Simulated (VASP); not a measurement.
SiAu3, 4 atoms in the cell. It takes space group Fm-3m (No. 225, cubic). Conventional cell: a = 6.571 Å, b = 6.571 Å, c = 6.571 Å, α = 90.00°, β = 90.00°, γ = 90.00°. Au (site symmetry m-3m) has 8 Au at 2.85 Å as nearest neighbours. Au (site symmetry -43m) has 4 Si at 2.85 Å and 4 Au at 2.85 Å as nearest neighbours. Si (site symmetry m-3m) has 8 Au at 2.85 Å as nearest neighbours. The cell comes from a database or a generator and needn't be the stable form of this composition.

| Property | Result |
| --- | --- |
| Program | VASP 6.6.1 |
| Task | single point |
| Functional | PBEsol |
| Potentials or basis | VASP PAW PBE potentials, release 64 (Au, Si) |
| Cutoff | 520 eV |
| k mesh | 7 × 7 × 7 |
| Occupations | gaussian, width 0.05 eV |
| Spin | no spin polarisation |
| Further INCAR settings | ALGO = Normal; EDIFF = 1e-07; NBANDS = 26 |

Potentials or basis: VASP PAW PBE potentials, release 64 (Au, Si).

Command:

```console
$ cat potpaw_PBE.64/Au/POTCAR potpaw_PBE.64/Si/POTCAR > POTCAR
$ mpirun -np 1 vasp_std > vasp.out
```

Hardware: 1 thread of Intel(R) Xeon(R) 6975P-C (Granite Rapids), on a shared host.

Task: Estimate the wall time of this run.

Result: It took 17 s on 1 thread of Intel(R) Xeon(R) 6975P-C (Granite Rapids), with other jobs on the host, peak memory 0.21 GiB. Counts: scf iterations 13, k points 20.
